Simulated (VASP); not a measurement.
A run of VASP 6.6.1 is set up as follows.

INCAR

```
PREC = Accurate ; ENCUT = 520
EDIFF = 1E-7 ; ISMEAR = 0
SIGMA = 0.02 ; LREAL = False
LASPH = True ; NELM = 120
ALGO = Fast ; ISIF = 2
LWAVE = False ; LCHARG = False
ISPIN = 2 ; MAGMOM = 2 0
LORBIT = 11 ; LMAXMIX = 4
GGA = PE ; NBANDS = 19
```

The input KPOINTS:

```
regular mesh
0
Gamma
  12 12 12
```

The input POSCAR:

```
NiO
1.0
    1.4381403700      0.8303107300      2.3308059600
   -1.4381403700      0.8303107300      2.3308059600
    0.0000000000     -1.6606214600      2.3308059600
Ni O
1 1
Direct
    1.0000000000      0.0000000000      0.0000000000
    0.5000000000      0.5000000000      0.5000000000
```

Potentials or basis: VASP PAW PBE potentials, release 64 (Ni, O).

Launch:

```console
$ cat potpaw_PBE.64/Ni/POTCAR potpaw_PBE.64/O/POTCAR > POTCAR
$ mpirun -np 1 vasp_std > vasp.out
```

What does it give for the pressure?

24.9 GPa.

Predict the site moments.

Ni +1.24; O +0.22 μB.

Estimate the net moment.

1.50 μB per cell.

Stress tensor (GPa, compression positive):
```
24.62  0.00  0.00
 0.00 24.62  0.00
 0.00  0.00 25.34
```

Caveat: so large a pressure means that the cell lies far from this level's equilibrium, or that cutoff or potentials fall short; a cell with one magnetic atom can't hold antiferromagnetic order, which such compounds often take.
